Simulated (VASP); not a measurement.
Output of a VASP run:

OUTCAR:
```
 ion  position               nearest neighbor table
   1  0.001  0.001  0.327-   3 2.84   2 2.84   4 2.85   4 2.85   3 2.87   2 2.87   5 2.90   7 2.92
                             6 2.92
   2  0.498  0.001  0.327-   1 2.84   3 2.84   4 2.85   4 2.85   1 2.87   3 2.87   5 2.90   8 2.92
                             6 2.92
   3  0.001  0.498  0.327-   1 2.84   2 2.84   4 2.85   4 2.85   1 2.87   2 2.87   5 2.90   8 2.92
                             7 2.92
   4  0.500  0.500  0.327-   2 2.85   2 2.85   3 2.85   3 2.85   1 2.85   1 2.85   6 2.92   7 2.92
                             8 2.92
   5  0.167  0.167  0.442-   7 2.85   7 2.85   6 2.85   6 2.85   8 2.85   8 2.85   3 2.90   2 2.90
                             1 2.90  10 2.94  12 2.94   9 2.94
   6  0.666  0.169  0.442-   8 2.84   7 2.84   5 2.85   5 2.85   8 2.87   7 2.87  11 2.88   1 2.92
                             2 2.92   4 2.92   9 2.93  10 2.93
   7  0.169  0.666  0.442-   8 2.84   6 2.84   5 2.85   5 2.85   8 2.87   6 2.87  11 2.88   1 2.92
                             3 2.92   4 2.92  12 2.93  10 2.93
   8  0.666  0.666  0.442-   6 2.84   7 2.84   5 2.85   5 2.85   6 2.87   7 2.87  11 2.88   2 2.92
                             3 2.92   4 2.92   9 2.93  12 2.93
   9  0.834  0.333  0.558-  10 2.84  12 2.84  11 2.85  11 2.85  10 2.86  12 2.86  16 2.89  13 2.90
                            15 2.90   6 2.93   8 2.93   5 2.94
  10  0.333  0.333  0.558-  12 2.84   9 2.84  11 2.85  11 2.85  12 2.86   9 2.86  16 2.89  14 2.90
                            15 2.90   7 2.93   6 2.93   5 2.94
  11  0.833  0.833  0.554-   9 2.85   9 2.85  12 2.85  12 2.85  10 2.85  10 2.85   8 2.88   6 2.88
                             7 2.88  15 2.93  14 2.93  13 2.93
  12  0.333  0.834  0.558-  10 2.84   9 2.84  11 2.85  11 2.85  10 2.86   9 2.86  16 2.89  13 2.90
                            14 2.90   7 2.93   8 2.93   5 2.94
  13  0.997  0.997  0.671-  17 1.95  15 2.80  14 2.80  16 2.85  16 2.85   9 2.90  12 2.90  15 2.91
                            14 2.91  11 2.93
  14  0.507  0.997  0.671-  17 1.95  13 2.80  15 2.80  16 2.85  16 2.85  10 2.90  12 2.90  13 2.91
                            15 2.91  11 2.93
  15  0.997  0.507  0.671-  17 1.95  13 2.80  14 2.80  16 2.85  16 2.85  10 2.90   9 2.90  13 2.91
                            14 2.91  11 2.93
  16  0.500  0.500  0.671-  14 2.85  14 2.85  15 2.85  15 2.85  13 2.85  13 2.85  12 2.89   9 2.89
                            10 2.89
  17  0.167  0.167  0.719-  15 1.95  14 1.95  13 1.95
  LATTYP: Found a hexagonal cell.
 ALAT       =     5.7074358104
 C/A-ratio  =     3.6690646472
 Subroutine PRICEL returns:
 Original cell was already a primitive cell.
 Subroutine GETGRP returns: Found  6 space group operations
The static configuration has the point symmetry C_1h.
 The point group associated with its full space group is C_3v.
The dynamic configuration has the point symmetry C_1h.
 Subroutine INISYM returns: Found  6 space group operations
 Subroutine IBZKPT returns following result:
 Found      5 irreducible k-points:

 Following reciprocal coordinates:
            Coordinates               Weight
  0.000000  0.000000  0.000000      1.000000
  0.200000  0.000000  0.000000      6.000000
  0.400000  0.000000  0.000000      6.000000
  0.400000  0.200000  0.000000      6.000000
 -0.400000  0.200000  0.000000      6.000000
   k-points           NKPTS =      5   k-points in BZ     NKDIM =      5   number of bands    NBANDS=     33
   number of dos      NEDOS =    301   number of ions     NIONS =     17
   total plane-waves  NPLWV =  84672
   dimension x,y,z NGX =    28 NGY =   28 NGZ =  108
   dimension x,y,z NGXF=    56 NGYF=   56 NGZF=  216
   ions per type =              16   1
   PREC   = normal    normal or accurate (medium, high low for compatibility)
   ISTART =      1    job   : 0-new  1-cont  2-samecut
   ICHARG =      0    charge: 1-file 2-atom 10-const
   ISPIN  =      1    spin polarized calculation?
   LNONCOLLINEAR =      F non collinear calculations
   LSORBIT =      F    spin-orbit coupling
   INIWAV =      1    electr: 0-lowe 1-rand  2-diag
   ENCUT  =  400.0 eV  29.40 Ry    5.42 a.u.   9.31  9.31 34.15*2*pi/ulx,y,z
   NELM   =    100;   NELMIN=  4; NELMDL=  0     # of ELM steps
   EDIFF  = 0.1E-05   stopping-criterion for ELM
   LREAL  =      F    real-space projection
   NLSPLINE    = F    spline interpolate recip. space projectors
   LMAXMIX     =    2 max onsite mixed and CHGCAR
   VOSKOWN=      0    Vosko Wilk Nusair interpolation
   EDIFFG = 0.1E-04   stopping-criterion for IOM
   NSW    =      0    number of steps for IOM
   NBLOCK =      1;   KBLOCK =      1    inner block; outer block
   IBRION =     -1    ionic relax: 0-MD 1-quasi-New 2-CG
   NFREE  =      0    steps in history (QN), initial steepest desc. (CG)
   ISIF   =      2    stress and relaxation
...
```

File OSZICAR:
```
       N       E                     dE             d eps       ncg     rms          rms(c)
DAV:   1    -0.601950644084E+02   -0.60195E+02   -0.23931E-05   401   0.244E-02    0.637E-03
DAV:   2    -0.601951322930E+02   -0.67885E-04   -0.30129E-04   414   0.830E-02    0.188E-02
DAV:   3    -0.601950580969E+02    0.74196E-04   -0.20438E-04   368   0.689E-02    0.199E-03
DAV:   4    -0.601950588306E+02   -0.73369E-06   -0.86749E-06   368   0.113E-02
   1 F= -.60195059E+02 E0= -.60197063E+02  d E =0.601321E-02
```

### OUTCAR
```
------------------------ aborting loop because EDIFF is reached ----------------------------------------
  FORCE on cell =-STRESS in cart. coord.  units (eV):
  Direction    XX          YY          ZZ          XY          YZ          ZX
  --------------------------------------------------------------------------------------
  Total       -8.1028447     -8.1028454     -0.2870309      0.0000008      0.0000000     -0.0000000
  in kB      -21.9755102    -21.9755120     -0.7784488      0.0000022      0.0000000     -0.0000000
  external PRESSURE =     -14.9098237 kB  Pullay stress =       0.0000000 kB
  volume of cell :      590.76
      direct lattice vectors                 reciprocal lattice vectors
     5.707435880  0.000000000  0.000000000     0.175210028 -0.101157535  0.000000000
     2.853717442  4.942784670  0.000000000     0.000000000  0.202315105  0.000000000
     0.000000000  0.000000000 20.940950958     0.000000000  0.000000000  0.047753323
 POSITION                                       TOTAL-FORCE (eV/Angst)
 -----------------------------------------------------------------------------------
      0.00773      0.00447      6.85639        -0.003772     -0.002178      0.004350
      2.84598      0.00447      6.85639         0.003772     -0.002178      0.004350
      1.42686      2.46246      6.85639        -0.000000      0.004355      0.004350
      4.28058      2.47139      6.84304        -0.000000      0.000000      0.008969
      1.42686      0.82380      9.25141        -0.000000      0.000000     -0.004958
      4.28058      0.83317      9.25840         0.000000     -0.001784      0.006195
      2.86183      3.29051      9.25840        -0.001545      0.000892      0.006195
      5.69933      3.29051      9.25840         0.001545      0.000892      0.006195
      5.71211      1.64489     11.68823         0.002213     -0.001277     -0.004555
      2.84904      1.64489     11.68823        -0.002213     -0.001277     -0.004555
      7.13429      4.11899     11.61165        -0.000000      0.000000      0.001804
      4.28057      4.12439     11.68823        -0.000000      0.002555     -0.004555
      8.53332      4.92672     14.05940         0.005308      0.003065     -0.004940
      5.73527      4.92672     14.05940        -0.005308      0.003065     -0.004940
      7.13429      2.50353     14.05940         0.000000     -0.006129     -0.004940
      4.28058      2.47139     14.05290        -0.000000      0.000000     -0.010512
      1.42686      0.82380     15.05567        -0.000000      0.000000      0.001545
 -----------------------------------------------------------------------------------
    total drift:                               -0.001041     -0.000601     -0.000080
  FREE ENERGIE OF THE ION-ELECTRON SYSTEM (eV)
  ---------------------------------------------------
  free  energy   TOTEN  =       -60.1950588306 eV

  energy  without entropy=      -60.2010720420  energy(sigma->0) =      -60.19706323

 total charge

# of ion       s       p       d       tot
------------------------------------------
    1        0.452   0.303   0.000   0.755
    2        0.452   0.303   0.000   0.755
    3        0.452   0.303   0.000   0.755
    4        0.452   0.301   0.000   0.753
    5        0.434   0.326   0.000   0.760
    6        0.437   0.326   0.000   0.763
    7        0.437   0.326   0.000   0.763
    8        0.437   0.326   0.000   0.763
    9        0.432   0.329   0.000   0.762
   10        0.432   0.329   0.000   0.762
   11        0.436   0.337   0.000   0.773
   12        0.432   0.329   0.000   0.762
   13        0.446   0.304   0.000   0.750
   14        0.446   0.304   0.000   0.750
   15        0.446   0.304   0.000   0.750
   16        0.441   0.317   0.000   0.758
   17        0.516   0.011   0.000   0.527
--------------------------------------------------
tot          7.581   5.078   0.000  12.659
```
(Selected blocks of OUTCAR.)

POSCAR:
```
Al16H
1
    5.7074358799     0.0000000000     0.0000000000
    2.8537174417     4.9427846699     0.0000000000
    0.0000000000     0.0000000000    20.9409509579
Al H
16 1
Direct
  0.0009034850   0.0009034850   0.3274154712
  0.4981930300   0.0009034850   0.3274154712
  0.0009034850   0.4981930300   0.3274154712
  0.5000000000   0.5000000000   0.3267779324
  0.1666670000   0.1666670000   0.4417857987
  0.6657193502   0.1685622996   0.4421194132
  0.1685622996   0.6657193502   0.4421194132
  0.6657193502   0.6657193502   0.4421194132
  0.8344262016   0.3327863992   0.5581517015
  0.3327863992   0.3327863992   0.5581517015
  0.8333330000   0.8333330000   0.5544948680
  0.3327863992   0.8344262016   0.5581517015
  0.9967491575   0.9967491575   0.6713832882
  0.5065016849   0.9967491575   0.6713832882
  0.9967491575   0.5065016849   0.6713832882
  0.5000000000   0.5000000000   0.6710724501
  0.1666670000   0.1666670000   0.7189583285
```

Problem. Write an INCAR and KPOINTS that could have produced this output.

Solution. Several could match; the one computed here: the input of the run itself, PBE GGA, plane waves, VASP's PBE PAW potentials (set 64).

INCAR:
```
SYSTEM = Al16H
PREC = Normal
ENCUT = 400
EDIFF = 1E-6
NELM = 100
ALGO = Normal
LREAL = .FALSE.
LASPH = .TRUE.
ISMEAR = 1
SIGMA = 0.1
GGA = PE
LWAVE = .FALSE.
LCHARG = .FALSE.
NELMIN = 4
LDIPOL = .TRUE.
IDIPOL = 3
DIPOL = 0.5 0.5 0.5
LVHAR = .TRUE.
LORBIT = 11
```

KPOINTS:
```
Automatic mesh
0
Gamma
5 5 1
0 0 0
```

POTCAR, in this order: Al H (PBE.64 set). Program: vasp_std. Read from the step before: WAVECAR.

The cell is a thin slab with vacuum, built from Al (fcc): (111) face, H adsorbed.
